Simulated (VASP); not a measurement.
# Na2Pd under changes of volume

One of the cells (22.990 Å³/atom); the others are scaled copies at fixed shape and fractional positions:

```xyz
3
Lattice="3.1516 0.0000 0.0000 -1.5758 2.7293 0.0000 0.0000 0.0000 8.0182" Properties=species:S:1:pos:R:3 pbc="T T T"
Na    0.0000    1.8196    2.2963
Na    1.5758    0.9098    5.7219
Pd    0.0000    0.0000    0.0000
```

The cell was built by a generator and needn't be a form met in nature.

| Item | Value |
| --- | --- |
| Program | VASP 6.6.1 |
| Functional | PBE |
| Potentials or basis | VASP PAW PBE potentials, release 64 (Na_pv, Pd) |
| Cutoff | 520 eV |
| k mesh | 10 × 10 × 4 |
| Occupations | fermi-dirac, width 0.05 eV |
| Spin | no spin polarisation |

```csv
volume (Å³/atom),energy over the lowest point (meV/atom),pressure (GPa),largest force (eV/Å)
21.187,?,?,?
21.638,3.10,1.3,0.118
22.089,0.30,0.7,0.067
22.990,0.00,-0.5,0.025
23.441,2.13,-1.0,0.066
23.892,5.55,-1.4,0.103
```

What does the run at 21.187 Å³/atom give?

Energy over the lowest point 7.96 meV/atom; pressure 2.1 GPa; largest force 0.175 eV/Å.

Worked out: A Birch-Murnaghan fit of order 3 (a polynomial in V^(-2/3)) to the other rows has its minimum at 22.57 Å³/atom with B0 = V·E''(V) = 29 GPa and B' = 4.8 at fixed shape and positions, which overstates the stiffness. It gives 7.97 meV/atom at 21.187 Å³/atom, against the run's 7.96, and -dE/dV = 2.1 GPa, against 2.1.

Energies are extrapolated to zero smearing.
